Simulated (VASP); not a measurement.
Given:

```
SnO
1.0
    3.80000     0.00000     0.00000
    0.00000     3.80000     0.00000
    0.00000     0.00000     4.84000
Sn O
2 2
Direct
  0.50000   0.00000   0.76200
  0.00000   0.50000   0.23800
  0.50000   0.50000   0.00000
  0.00000   0.00000   0.00000
```

The numbers are results of PBE GGA, VASP's PBE PAW potentials (set 64) (plane waves; VASP 6.6.1), not measurements. Numerical set-up: 520 eV cut-off, 5×5×4 Γ-centred mesh, Gaussian smearing of 0.050 eV, potentials Sn_d O.

Question: Which forces act on the atoms, in eV/Å?

Answer: 
```tsv
atom	Fx	Fy	Fz
Sn1	0.000	0.000	-0.469
Sn2	0.000	0.000	0.469
O3	0.000	0.000	0.000
O4	0.000	0.000	0.000
```

Question: Give the stress tensor in GPa (positive for a compressed cell).

Answer: 
```
5.12  0.00  0.00
0.00  5.12  0.00
0.00  0.00  3.88
```
The pressure is its mean diagonal, 4.71 GPa.

The compound is SnO in the litharge structure. The cell was not relaxed at this level.
